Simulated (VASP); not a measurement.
Here is the system:

```
PtBr2
1.0
    0.00000     2.97791     2.97791
    2.97791     0.00000     2.97791
    2.97791     2.97791     0.00000
Pt Br
1 2
Direct
  0.98825   0.01175   0.02854
  0.25000   0.25000   0.25000
  0.75000   0.75000   0.75000
```

Calculation: PBE GGA, VASP's PBE PAW potentials (set 64) (plane waves; VASP). Settings: 400 eV cut-off, 5×5×5 Γ-centred mesh, Gaussian smearing of 0.050 eV, potentials Pt Br.

Question: The ions are relaxed. Give the cell that the relaxation ends in.

Answer: 
```
PtBr2
1.0
    0.00000     2.97791     2.97791
    2.97791     0.00000     2.97791
    2.97791     2.97791     0.00000
Pt Br
1 2
Direct
  0.97691   0.02309   0.02899
  0.25570   0.24436   0.24975
  0.75564   0.74430   0.74981
```
Space group I4mm (107), at a tolerance of 0.03 Å.

Question: How much energy does the relaxation gain?

Answer: The energy (σ→0) changes by -4.0 meV/atom, in 8 ionic steps.

```tsv
step	E(σ→0) (eV)	max force (eV/Å)	pressure (GPa)	volume (Å³)
1	-5.8569	0.191	43.90	52.82
2	-5.8604	0.215	43.93	52.82
3	-5.8678	0.091	44.17	52.82
4	-5.8618	0.141	45.09	52.82
5	-5.8684	0.065	44.46	52.82
6	-5.8689	0.021	44.33	52.82
7	-5.8688	0.022	44.31	52.82
8	-5.8689	0.007	44.29	52.82
```

The structure was generated: PtBr2 was put into the fluorite type (Fm-3m), which need not be its known phase. This run relaxes the ions in a fixed cell. It ends in space group I4mm. Symmetry was kept, so distortions that lower it aren't found. The k-mesh is coarse (spacing up to 0.37 per Å, 2π included), so the numbers may not be converged in it.
